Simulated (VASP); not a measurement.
A cell of WC (wc) near equilibrium:

```yaml
crystal:
  lattice:
    - [1.46242, -2.53299, 0.00000]
    - [1.46242, 2.53299, 0.00000]
    - [0.00000, 0.00000, 2.84838]
  atoms:
    - { symbol: W, position: [0.00000, 0.00000, 0.00000] }
    - { symbol: C, position: [0.33333, 0.66667, 0.50000] }
```

All values below come from PBE GGA, VASP's PBE PAW potentials (set 64) (plane waves; VASP).

| run | ΔE (meV/atom) | σxx | σyy | σzz | largest shear component, with its sign (GPa) | largest force (eV/Å) |
|---|---|---|---|---|---|---|
| as it is | 0.0 | -0.17 | -0.17 | 0.61 | 0.00 | 0.000 |
| after one change | 23.4 | -17.03 | -17.03 | -5.42 | 0.00 | 0.000 |
Stress is in GPa, positive when the cell is compressed.

Question: Which change was made?
(A) atom 1 (W) moved by 0.075 Å along x
(B) atom 1 (W) moved by 0.150 Å along y
(C) biaxial strain of +2.0 % in the xy plane
(D) isotropic strain of +3.0 %

Answer: C, biaxial strain of +2.0 % in the xy plane

The compound is WC in the wc structure.
